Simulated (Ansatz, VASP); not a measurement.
**Two plane-wave programs on Si**

File INCAR:

```
SYSTEM = Si
ALGO = Normal
EDIFF = 1E-7
ENCUT = 520
GGA = CA
ISIF = 2
ISMEAR = 0
LASPH = .True.
LCHARG = .False.
LREAL = .False.
LWAVE = .False.
NBANDS = 11
NELM = 100
PREC = Accurate
SIGMA = 0.05
```

KPOINTS

```
k-points
0
Gamma
  12 12 12
  0 0 0
```

Contents of POSCAR:

```
Si
1.0
    0.0000000000      2.7991231080      2.3333490228
    2.7991231080      0.0000000000      2.3333490228
    2.7991231080      2.7991231080      0.0000000000
Si
2
Direct
    0.5000000000      0.5000000000      0.5000000000
    0.7500000000      0.7500000000      0.7500000000
```

Input for Ansatz:

```yaml
crystal:
  lattice:
    - [0.0, 2.799123108, 2.3333490228]
    - [2.799123108, 0.0, 2.3333490228]
    - [2.799123108, 2.799123108, 0.0]
  atoms:
    - { symbol: Si, position: [0.5, 0.5, 0.5] }
    - { symbol: Si, position: [0.75, 0.75, 0.75] }
basis:
  ecutwfc: 420
kpoints:
  mp_grid: { grid: [12, 12, 12] }
hamiltonian:
  xc: lda
  pseudopotentials: { kind: paw, azcp: { folder: soft_1 } }
scf:
  occupations: { method: gaussian, width: 0.05 }
output:
  forces: true
  stress: true
  eigenvalues: true
```

Alike in both runs: task single point; functional LDA; k mesh 12 × 12 × 12; occupations gaussian, width 0.05 eV; no spin polarisation.

|  | VASP | Ansatz |
| --- | --- | --- |
| version | VASP 6.6.1 | Ansatz 0.2.0 |
| potentials or method | VASP PAW LDA potentials, release 64 (Si) | scalar-relativistic, plane waves, PAW |
| plane-wave cutoff (eV) | 520 | 420 |
| valence electrons in the cell | 8 | 8 |

VASP gave:

```
gap on the k mesh at the Fermi level (eV)       : none
pressure (GPa)                                  : 6.5
largest component of the traceless stress (GPa) : 6.22
```

Problem. What did Ansatz give for the same quantities?

Solution. gap on the k mesh at the Fermi level (eV): none; pressure (GPa): 6.4; largest component of the traceless stress (GPa): 6.23.

A gap of «none» marks a metal or a gap that the smearing closes. Ansatz warned: «pseudo_functional_mismatch».
